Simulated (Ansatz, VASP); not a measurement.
One calculation of Be4InCu, two programs

```
CELL_PARAMETERS angstrom
0.00000 3.19204 3.19204
3.19204 0.00000 3.19204
3.19204 3.19204 0.00000
ATOMIC_POSITIONS crystal
In 0.00000 0.00000 0.00000
Cu 0.25000 0.25000 0.25000
Be 0.12890 0.62370 0.62370
Be 0.62370 0.62370 0.62370
Be 0.62370 0.62370 0.12890
Be 0.62370 0.12890 0.62370
```

The cell comes from a database or a generator and needn't be the stable form of this composition.

Alike in both runs: task single point; functional RPBE; k mesh 7 × 7 × 7; occupations gaussian, width 0.02 eV; no spin polarisation.

|  | VASP | Ansatz |
| --- | --- | --- |
| version | VASP 6.6.1 | Ansatz 0.2.0 |
| potentials or method | VASP PAW PBE potentials, release 64 (In, Cu, Be) | Ansatz PAW |
| plane-wave cutoff (eV) | 500 | 420 |
| valence electrons in the cell | 22 | 40 |

|  | VASP | Ansatz | Ansatz less VASP |
| --- | --- | --- | --- |
| gap on the k mesh at the Fermi level (eV) | none | none | - |
| pressure (GPa) | 5.1 | 3.8 | -1.26 |
| rms of the force components (eV/Å) | 0.029 | 0.017 | -0.0116 |

Atom by atom the forces differ by 0.012 eV/Å (rms over components). A gap of «none» marks a metal or a gap that the smearing closes. The two sets of potentials don't hold the same shells in valence.

Caveats: the PAW data sets were made with another functional, which shifts forces and pressure a little (VASP); the PAW data sets come from PBE, with cores solved anew for the run's functional, which leaves a small shift of forces and pressure (Ansatz).
